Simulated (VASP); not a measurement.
These are LDA (Ceperley-Alder, Perdew-Zunger), VASP's LDA PAW potentials (set 64) (plane waves; VASP 6.6.1) values and carry that method's errors.

VASP ran on this input.

**INCAR**
```
# general
SYSTEM  = InPd
PREC    = Accurate
ENCUT   = 300
LREAL   = F
LASPH   = T   # aspherical one-centre terms
NBANDS  = 76

# electronic loop
EDIFF   = 1E-6
NELM    = 100   # most electronic steps
ALGO    = Normal   # blocked Davidson
LMAXMIX = 4

# smearing
ISMEAR  = 1   # Methfessel-Paxton
SIGMA   = 0.2

# ions
ISIF    = 2   # forces and stress, cell fixed

# output
LWAVE   = F
LCHARG  = F
```

**POSCAR**
```
InPd
1
    3.2718800000     0.0000000000     0.0000000000
    0.0000000000     3.2718800000     0.0000000000
    0.0000000000     0.0000000000     3.2718800000
In Pd
1 1
Direct
  0.0000000000   0.0000000000   0.0000000000
  0.5000000000   0.5000000000   0.5000000000
```

**KPOINTS**
```
kpoints
0
G
  8 8 8
0 0 0
```

POTCAR, in this order: In_d Pd (LDA.64 set). Program: vasp_std.

Output

OSZICAR:
```
       N       E                     dE             d eps       ncg     rms          rms(c)
DAV:   1     0.149427826785E+03    0.14943E+03   -0.34415E+03  6732   0.268E+02
DAV:   2     0.161101871178E+01   -0.14782E+03   -0.13132E+03  5872   0.981E+01
DAV:   3    -0.108966201386E+02   -0.12508E+02   -0.12298E+02  6248   0.259E+01
DAV:   4    -0.110194188586E+02   -0.12280E+00   -0.12273E+00  6296   0.253E+00
DAV:   5    -0.110196326345E+02   -0.21378E-03   -0.21377E-03  6160   0.101E-01    0.668E+00
DAV:   6    -0.108242785603E+02    0.19535E+00   -0.13704E-01  7312   0.197E+00    0.310E+00
DAV:   7    -0.107817606477E+02    0.42518E-01   -0.17990E-02  7880   0.103E+00    0.142E+00
DAV:   8    -0.107709579726E+02    0.10803E-01   -0.86517E-03  6560   0.269E-01    0.402E-01
DAV:   9    -0.107697704978E+02    0.11875E-02   -0.44892E-04  7392   0.125E-01    0.483E-02
DAV:  10    -0.107697558116E+02    0.14686E-04   -0.76267E-06  6056   0.862E-03    0.137E-02
DAV:  11    -0.107697538437E+02    0.19679E-05   -0.45906E-07  6336   0.286E-03    0.491E-03
DAV:  12    -0.107697537235E+02    0.12026E-06   -0.16247E-08  4416   0.973E-04
   1 F= -.10769754E+02 E0= -.10768154E+02  d E =-.480020E-02
```

File OUTCAR:
```
------------------------ aborting loop because EDIFF is reached ----------------------------------------
  FORCE on cell =-STRESS in cart. coord.  units (eV):
  Direction    XX          YY          ZZ          XY          YZ          ZX
  --------------------------------------------------------------------------------------
  Total       -1.5676441     -1.5676441     -1.5676441     -0.0000000     -0.0000000      0.0000000
  in kB      -71.7077281    -71.7077281    -71.7077281     -0.0000000     -0.0000000      0.0000000
  external PRESSURE =     -71.7077281 kB  Pullay stress =       0.0000000 kB
  volume of cell :       35.03
      direct lattice vectors                 reciprocal lattice vectors
     3.271880000  0.000000000  0.000000000     0.305634681  0.000000000  0.000000000
     0.000000000  3.271880000  0.000000000     0.000000000  0.305634681  0.000000000
     0.000000000  0.000000000  3.271880000     0.000000000  0.000000000  0.305634681
 POSITION                                       TOTAL-FORCE (eV/Angst)
 -----------------------------------------------------------------------------------
      0.00000      0.00000      0.00000         0.000000      0.000000      0.000000
      1.63594      1.63594      1.63594         0.000000      0.000000      0.000000
 -----------------------------------------------------------------------------------
    total drift:                                0.000000     -0.000000      0.000000
  FREE ENERGIE OF THE ION-ELECTRON SYSTEM (eV)
  ---------------------------------------------------
  free  energy   TOTEN  =       -10.7697537235 eV

  energy  without entropy=      -10.7649535198  energy(sigma->0) =      -10.76815366
```
(Selected blocks of OUTCAR.)

At this cut-off the stress carries a Pulay error, which pulls relaxed volumes low.

The structure comes from a computed database's InPd entry; how it stands against other phases isn't given here. The cell was not relaxed at this level. The run is one of a series of settings (NBANDS = 76 against the base run), some of them coarse on purpose. The electron count is odd and the run is not spin-polarised, which forces a metal.
